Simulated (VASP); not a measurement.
Output of a VASP run:

File OUTCAR:
```
 ion  position               nearest neighbor table
   1  0.500  0.500  0.500-   2 2.61   2 2.61   2 2.61   2 2.61   2 2.61   2 2.61   2 2.61   2 2.61
  LATTYP: Found a simple cubic cell.
 ALAT       =     3.0090000000
 Subroutine PRICEL returns:
 Original cell was already a primitive cell.
 Subroutine GETGRP returns: Found 48 space group operations
The static configuration has the point symmetry O_h .
The dynamic configuration has the point symmetry O_h .
 Subroutine INISYM returns: Found 48 space group operations
 Subroutine IBZKPT returns following result:
 Found     20 irreducible k-points:

 Following reciprocal coordinates:
            Coordinates               Weight
  0.062500  0.062500  0.062500      8.000000
  0.187500  0.062500  0.062500     24.000000
  0.312500  0.062500  0.062500     24.000000
  0.437500  0.062500  0.062500     24.000000
  0.187500  0.187500  0.062500     24.000000
  0.312500  0.187500  0.062500     48.000000
  0.437500  0.187500  0.062500     48.000000
  0.312500  0.312500  0.062500     24.000000
  0.437500  0.312500  0.062500     48.000000
  0.437500  0.437500  0.062500     24.000000
  0.187500  0.187500  0.187500      8.000000
  0.312500  0.187500  0.187500     24.000000
  0.437500  0.187500  0.187500     24.000000
  0.312500  0.312500  0.187500     24.000000
  0.437500  0.312500  0.187500     48.000000
  0.437500  0.437500  0.187500     24.000000
  0.312500  0.312500  0.312500      8.000000
  0.437500  0.312500  0.312500     24.000000
  0.437500  0.437500  0.312500     24.000000
  0.437500  0.437500  0.437500      8.000000
   k-points           NKPTS =     20   k-points in BZ     NKDIM =     20   number of bands    NBANDS=     15
   number of dos      NEDOS =    301   number of ions     NIONS =      2
   total plane-waves  NPLWV =   8000
   dimension x,y,z NGX =    20 NGY =   20 NGZ =   20
   dimension x,y,z NGXF=    40 NGYF=   40 NGZF=   40
   ions per type =               1   1
   PREC   = accura    normal or accurate (medium, high low for compatibility)
   ISTART =      0    job   : 0-new  1-cont  2-samecut
   ICHARG =      2    charge: 1-file 2-atom 10-const
   ISPIN  =      1    spin polarized calculation?
   LNONCOLLINEAR =      F non collinear calculations
   LSORBIT =      F    spin-orbit coupling
   INIWAV =      1    electr: 0-lowe 1-rand  2-diag
   ENCUT  =  400.0 eV  29.40 Ry    5.42 a.u.   4.91  4.91  4.91*2*pi/ulx,y,z
   NELM   =    100;   NELMIN=  2; NELMDL= -5     # of ELM steps
   EDIFF  = 0.1E-05   stopping-criterion for ELM
   LREAL  =      F    real-space projection
   NLSPLINE    = F    spline interpolate recip. space projectors
   LMAXMIX     =    4 max onsite mixed and CHGCAR
   VOSKOWN=      0    Vosko Wilk Nusair interpolation
   EDIFFG = 0.1E-04   stopping-criterion for IOM
   NSW    =      0    number of steps for IOM
   NBLOCK =      1;   KBLOCK =      1    inner block; outer block
   IBRION =     -1    ionic relax: 0-MD 1-quasi-New 2-CG
   NFREE  =      0    steps in history (QN), initial steepest desc. (CG)
   ISIF   =      2    stress and relaxation
   ISYM   =      2    0-nonsym 1-usesym 2-fastsym
   TEIN   =    0.0    initial temperature
   TEBEG  =    0.0;   TEEND  =   0.0 temperature during run
   SMASS  =  -3.00    Nose mass-parameter (am)
   PSTRESS=    0.0 pullay stress
   NELECT =      23.0000    total number of electrons
   EFERMI =   0.00;   METHOD = LEGACY
   ISMEAR =     1;   SIGMA  =   0.10  broadening in eV -4-tet -1-fermi 0-gaus
   IALGO  =     38    algorithm
   LDIAG  =      T    sub-space diagonalisation (order eigenvalues)
   IMIX   =      4    mixing-type and parameters
     AMIX     =   0.40;   BMIX     =  1.00
     AMIX_MAG =   1.60;   BMIX_MAG =  1.00
     AMIN     =   0.10
   GGA     = PE    functional components
   VOSKOWN =     0    Vosko Wilk Nusair interpolation
   LHFCALC =     F    Hartree Fock is set to
   LHFONE  =     F    Hartree Fock one center treatment
   AEXX    =    0.0000 exact exchange contribution
...
```

OSZICAR:
```
       N       E                     dE             d eps       ncg     rms          rms(c)
DAV:   1     0.104886400286E+03    0.10489E+03   -0.98703E+03   616   0.207E+03
DAV:   2    -0.327734115031E+01   -0.10816E+03   -0.10533E+03   607   0.311E+02
DAV:   3    -0.599116607803E+01   -0.27138E+01   -0.27103E+01   741   0.669E+01
DAV:   4    -0.600609367424E+01   -0.14928E-01   -0.14927E-01   684   0.433E+00
DAV:   5    -0.600631460546E+01   -0.22093E-03   -0.22093E-03   791   0.558E-01    0.913E+00
DAV:   6    -0.597334797090E+01    0.32967E-01   -0.17504E+01   646   0.106E+02    0.626E+00
DAV:   7    -0.498512564078E+01    0.98822E+00   -0.39595E+00   638   0.101E+02    0.203E+00
DAV:   8    -0.499036509047E+01   -0.52394E-02   -0.22553E-01   817   0.716E+00    0.121E+00
DAV:   9    -0.498096688906E+01    0.93982E-02   -0.26555E-02   743   0.408E+00    0.524E-02
DAV:  10    -0.498098672307E+01   -0.19834E-04   -0.71847E-04   948   0.570E-01    0.296E-02
DAV:  11    -0.498098236870E+01    0.43544E-05   -0.44995E-05   760   0.179E-01    0.131E-02
DAV:  12    -0.498098157763E+01    0.79107E-06   -0.21450E-06   575   0.323E-02
   1 F= -.49809816E+01 E0= -.49813108E+01  d E =0.987526E-03
```

**OUTCAR**
```
------------------------ aborting loop because EDIFF is reached ----------------------------------------
  FORCE on cell =-STRESS in cart. coord.  units (eV):
  Direction    XX          YY          ZZ          XY          YZ          ZX
  --------------------------------------------------------------------------------------
  Total       -0.8380560     -0.8380560     -0.8380560     -0.0000000     -0.0000000      0.0000000
  in kB      -49.2852611    -49.2852611    -49.2852611     -0.0000000     -0.0000000      0.0000000
  external PRESSURE =     -49.2852611 kB  Pullay stress =       0.0000000 kB
  volume of cell :       27.24
      direct lattice vectors                 reciprocal lattice vectors
     3.009000000  0.000000000  0.000000000     0.332336324  0.000000000  0.000000000
     0.000000000  3.009000000  0.000000000     0.000000000  0.332336324  0.000000000
     0.000000000  0.000000000  3.009000000     0.000000000  0.000000000  0.332336324
 POSITION                                       TOTAL-FORCE (eV/Angst)
 -----------------------------------------------------------------------------------
      1.50450      1.50450      1.50450         0.000000      0.000000      0.000000
      0.00000      0.00000      0.00000         0.000000      0.000000      0.000000
 -----------------------------------------------------------------------------------
    total drift:                               -0.000000      0.000000      0.000000
  FREE ENERGIE OF THE ION-ELECTRON SYSTEM (eV)
  ---------------------------------------------------
  free  energy   TOTEN  =        -4.9809815776 eV

  energy  without entropy=       -4.9819691040  energy(sigma->0) =       -4.98131075
```
(Selected blocks of OUTCAR.)

**POSCAR**
```
CuZn
1
    3.0090000000     0.0000000000     0.0000000000
    0.0000000000     3.0090000000     0.0000000000
    0.0000000000     0.0000000000     3.0090000000
Zn Cu
1 1
Direct
  0.5000000000   0.5000000000   0.5000000000
  0.0000000000   0.0000000000   0.0000000000
```

Q: Write an INCAR and KPOINTS that could have produced this output.

A: Several could match; the one computed here: the input of the run itself, PBE GGA, plane waves, VASP's PBE PAW potentials (set 64).

### KPOINTS
```
kpoints
0
Monkhorst-Pack
 8 8 8
0 0 0
```

INCAR:
```
! general
SYSTEM  = CuZn
PREC    = Accurate
ENCUT   = 400
LREAL   = .FALSE.   ! projection in real space or not
LASPH   = .TRUE.

! electronic loop
EDIFF   = 1E-6   ! SCF stop (eV)
NELM    = 100   ! most electronic steps
ALGO    = Normal   ! blocked Davidson
LMAXMIX = 4   ! l cut-off of mixed one-centre charges

! smearing
ISMEAR  = 1
SIGMA   = 0.1   ! width (eV)

! functional
GGA     = PE   ! PBE

! ions
ISIF    = 2

! output
LWAVE   = .FALSE.
LCHARG  = .FALSE.
```

POTCAR, in this order: Zn Cu (PBE.64 set). Program: vasp_std.

The compound is CuZn in the CsCl type structure. The cell was not relaxed at this level. The run is one of a series of settings (KPOINTS 8×8×8 Monkhorst-Pack mesh against the base run), some of them coarse on purpose. The electron count is odd and the run is not spin-polarised, which forces a metal.
